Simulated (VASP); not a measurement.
```xyz
3
Lattice="2.7126 0.0000 0.0000 -1.3563 2.3492 0.0000 0.0000 0.0000 14.9048" Properties=species:S:1:pos:R:3 pbc="T T T"
V      1.3563     0.7831     7.4524
O      0.0000     1.5661     6.3266
O      0.0000     1.5661     8.5783
```
Starting moments (μB, in the order of the record's atoms V O O): 0.5 0.0 0.0.

Method: PBEsol GGA, VASP's PBE PAW potentials (set 64) (plane waves; VASP). Numerical set-up: 520 eV cut-off, 14×14×1 Γ-centred mesh, tetrahedra with Blöchl corrections, potentials V_sv O.

The cell holds a wide vacuum, so values per volume refer to the whole cell. The cores are frozen, which limits the accuracy of field gradients. The moments were started parallel, and other spin orders were not tried in this run.

Problem. Give the principal components of the electric field gradient (V/Å²) and the asymmetry η at each nucleus.

Solution. 
```
atom   Vxx   Vyy    Vzz     η
----  ----  ----  -----  ----
V1    13.4  13.4  -26.8  0.00
O2    20.6  20.6  -41.2  0.00
O3    20.6  20.6  -41.2  0.00
```

The cell is a sheet with vacuum, built from a generated structure.
